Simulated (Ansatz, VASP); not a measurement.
# Rb3Mg: VASP beside Ansatz

```
Rb Mg
1.0
    -3.24864    3.24864    6.22855
     3.24864   -3.24864    6.22855
     3.24864    3.24864   -6.22855
Rb Mg
3 1
Direct
  0.25000 0.75000 0.50000
  0.75000 0.25000 0.50000
  0.50000 0.50000 0.00000
  0.00000 0.00000 0.00000
```

Change from the starting cell: volume scaled by 1.02.

Alike in both runs: task single point; functional PBE; k mesh 6 × 6 × 6; occupations fermi-dirac, width 0.05 eV; no spin polarisation.

```csv
,VASP,Ansatz
version,VASP 6.6.1,Ansatz 0.2.0
potentials or method,"VASP PAW PBE potentials, release 64 (Rb_sv, Mg)",Ansatz PAW
plane-wave cutoff (eV),520,420
valence electrons in the cell,29,37
```

|  | VASP | Ansatz | Ansatz less VASP |
| --- | --- | --- | --- |
| gap on the k mesh at the Fermi level (eV) | none | none | - |
| pressure (GPa) | -0.1 | 0.0 | 0.00 |
| largest component of the traceless stress (GPa) | 0.05 | 0.05 | 0.000 |

A gap of «none» marks a metal or a gap that the smearing closes. With one functional, cell and mesh, what is left measures potentials, basis and numerics. The two sets of potentials don't hold the same shells in valence.
